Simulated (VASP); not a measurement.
VASP input:

**INCAR**
```
SYSTEM = MgTe
PREC = Accurate; ENCUT = 500; LREAL = .False.
LASPH = .True.
EDIFF = 1E-6; NELM = 100; ALGO = Normal
LMAXMIX = 4
ISMEAR = 0; SIGMA = 0.05
GGA = PE
IBRION = 2; NSW = 40; ISIF = 3
EDIFFG = -0.02
LWAVE = .False.; LCHARG = .False.
```

### POSCAR
```
MgTe
1
    2.3045749798    -3.9916413836     0.0000000000
    2.3045749798     3.9916413836     0.0000000000
    0.0000000000     0.0000000000     7.4942794232
Mg Te
2 2
Direct
  0.6666670000   0.3333330000   0.4997533923
  0.3333330000   0.6666670000   0.9997533923
  0.6666670000   0.3333330000   0.8762466077
  0.3333330000   0.6666670000   0.3762466077
```

File KPOINTS:
```
Automatic mesh
0
Gamma
6 6 3
0 0 0
```

POTCAR, in this order: Mg Te (PBE.64 set). Program: vasp_std.

Question: Write an equivalent input for Ansatz.

Answer: One equivalent input (not run):
Ansatz 0.2 input:
```yaml
crystal:
  lattice:
    - [2.3045750, -3.9916414, 0.0000000]
    - [2.3045750, 3.9916414, 0.0000000]
    - [0.0000000, 0.0000000, 7.4942794]
  atoms:
    - { symbol: Mg, position: [0.6666670, 0.3333330, 0.4997534] }
    - { symbol: Mg, position: [0.3333330, 0.6666670, 0.9997534] }
    - { symbol: Te, position: [0.6666670, 0.3333330, 0.8762466] }
    - { symbol: Te, position: [0.3333330, 0.6666670, 0.3762466] }
kpoints:
  mp_grid: { grid: [6, 6, 3] }
hamiltonian:
  xc: pbe
  pseudopotentials: { kind: paw }
scf:
  occupations: { method: gaussian, width: 0.05 }
  max_iter: 100
relax:
  max_steps: 40
  f_tol: 0.02
  cell: {}
output: { forces: true, stress: true, eigenvalues: true }
```
Limits of the translation: each code has its own PAW files, so the cut-off isn't converted (ENCUT is set for VASP's; basis.ecutwfc is left out, and Ansatz then takes the one that its files recommend); Ansatz stops its SCF on the density residual and VASP on the energy change (EDIFF).

The compound is MgTe in the wurtzite structure. It was relaxed first.
